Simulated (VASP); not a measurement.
These are PBE GGA + U (Dudarev), VASP's PBE PAW potentials (set 64) (plane waves; VASP) values and carry that method's errors.

VASP ran on this input.

**POSCAR**
```
MnF2
1.0
  4.9622105490   0.0000000000   0.0000000000
  0.0000000000   4.9622105490   0.0000000000
  0.0000000000   0.0000000000   3.3518150533
Mn F
2 4
Cart
  0.0000000000   0.0000000000   0.0000000000
  2.4811052745   2.4811052745   1.6759075267
  1.5134068267   1.5134068267   0.0000000000
  3.9945121012   0.9676984478   1.6759075267
  0.9676984478   3.9945121012   1.6759075267
  3.4488037223   3.4488037223   0.0000000000
```

File KPOINTS:
```
k-points along high-symmetry lines
8
Line-mode
Reciprocal
  0.000000   0.000000   0.000000 ! GAMMA
  0.500000   0.500000   0.000000 ! Y

  0.500000   0.500000   0.000000 ! Y
  0.500000   0.500000   0.000000 ! C_0

  0.500000  -0.500000   0.000000 ! SIGMA_0
  0.000000   0.000000   0.000000 ! GAMMA

  0.000000   0.000000   0.000000 ! GAMMA
  0.000000   0.000000   0.500000 ! Z

  0.000000   0.000000   0.500000 ! Z
  0.500000  -0.500000   0.500000 ! A_0

  0.500000   0.500000   0.500000 ! E_0
  0.500000   0.500000   0.500000 ! T

  0.500000   0.500000   0.500000 ! T
  0.500000   0.500000   0.000000 ! Y

  0.000000   0.000000   0.000000 ! GAMMA
  0.500000  -0.000000   0.000000 ! S

  0.500000  -0.000000   0.000000 ! S
  0.500000  -0.000000   0.500000 ! R

  0.500000  -0.000000   0.500000 ! R
  0.000000   0.000000   0.500000 ! Z

  0.000000   0.000000   0.500000 ! Z
  0.500000   0.500000   0.500000 ! T
```

**INCAR**
```
ALGO = Normal
EDIFF = 1E-7
ENCUT = 520
GGA = PE
ICHARG = 11
ISMEAR = 0
ISPIN = 2
LASPH = .TRUE.
LCHARG = .FALSE.
LDAU = .TRUE.
LDAUJ = 0 0
LDAUL = 2 -1
LDAUPRINT = 1
LDAUTYPE = 2
LDAUU = 3.9 0
LMAXMIX = 4
LORBIT = 11
LREAL = .FALSE.
LWAVE = .FALSE.
MAGMOM = 4.7 -4.7 -0.0 2*0.0 -0.0
NELM = 100
PREC = Accurate
SIGMA = 0.05
SYSTEM = MnF2
```

POTCAR, in this order: Mn_pv F (PBE.64 set). Program: vasp_std. Read from the step before: CHGCAR.

Output

### OSZICAR
```
       N       E                     dE             d eps       ncg     rms          rms(c)
DAV:   1     0.672125459220E+03    0.67213E+03   -0.31515E+04 11704   0.188E+03
DAV:   2     0.296492899494E+02   -0.64248E+03   -0.61893E+03 12688   0.538E+02
DAV:   3    -0.361890248129E+02   -0.65838E+02   -0.64730E+02 12376   0.173E+02
DAV:   4    -0.378252452343E+02   -0.16362E+01   -0.16339E+01 12488   0.299E+01
DAV:   5    -0.378547371401E+02   -0.29492E-01   -0.29488E-01 13192   0.419E+00
DAV:   6    -0.378556103777E+02   -0.87324E-03   -0.87323E-03 12808   0.695E-01
DAV:   7    -0.378556497488E+02   -0.39371E-04   -0.39371E-04 13896   0.140E-01
DAV:   8    -0.378556514628E+02   -0.17140E-05   -0.17139E-05 12528   0.268E-02
DAV:   9    -0.378556515584E+02   -0.95568E-07   -0.95539E-07 11376   0.606E-03
   1 F= -.37855652E+02 E0= -.37855652E+02  d E =-.102437E-15  mag=     0.0000
```

OUTCAR:
```



 magnetization (x)

# of ion       s       p       d       tot
------------------------------------------
    1        0.018   0.016   4.642   4.677
    2       -0.018  -0.016  -4.642  -4.677
    3       -0.001  -0.018   0.000  -0.020
    4        0.001   0.018   0.000   0.020
    5        0.001   0.018   0.000   0.020
    6       -0.001  -0.018   0.000  -0.020
--------------------------------------------------
tot         -0.000   0.000   0.000  -0.000
```
(Selected blocks of OUTCAR.)

File OUTCAR:
```
 val. band max:        0.8829383752   @ k =   0.5000   0.0000   0.0000

 cond. band min:       4.4356031567   @ k =   0.0000   0.0000   0.0000



 spin component 1

 k-point     1 :       0.0000    0.0000    0.0000
  band No.  band energies     occupation
      1     -47.2893      1.00000
      2     -47.2348      1.00000
      3     -47.2282      1.00000
      4     -42.2418      1.00000
      5     -42.1832      1.00000
      6     -42.1735      1.00000
      7     -21.2972      1.00000
      8     -20.8436      1.00000
      9     -20.8152      1.00000
     10     -20.7792      1.00000
     11      -4.7989      1.00000
     12      -4.1250      1.00000
     13      -3.8327      1.00000
     14      -3.4671      1.00000
     15      -2.8304      1.00000
     16      -2.8103      1.00000
     17      -2.7732      1.00000
     18      -2.7471      1.00000
     19      -1.9517      1.00000
     20      -1.5614      1.00000
     21      -1.5504      1.00000
     22      -1.2682      1.00000
     23      -0.9622      1.00000
     24      -0.7904      1.00000
     25      -0.5182      1.00000
     26       0.4214      1.00000
     27       0.8504      1.00000
     28       4.4356      0.00000
     29       6.4379      0.00000
     30       6.9908      0.00000
     31       7.0568      0.00000
     32       7.7004      0.00000

 k-point     2 :       0.0714    0.0714    0.0000
  band No.  band energies     occupation
      1     -47.2893      1.00000
      2     -47.2347      1.00000
      3     -47.2282      1.00000
      4     -42.2418      1.00000
      5     -42.1832      1.00000
      6     -42.1735      1.00000
      7     -21.2868      1.00000
      8     -20.8524      1.00000
      9     -20.8162      1.00000
     10     -20.7794      1.00000
     11      -4.7634      1.00000
     12      -4.0938      1.00000
     13      -3.8340      1.00000
     14      -3.4499      1.00000
     15      -2.9118      1.00000
...
```

The density is held fixed in this step, so its total energy and stress have no physical meaning.

The compound is MnF2 in the rutile structure. It was relaxed first, which changed the volume by +5 %.
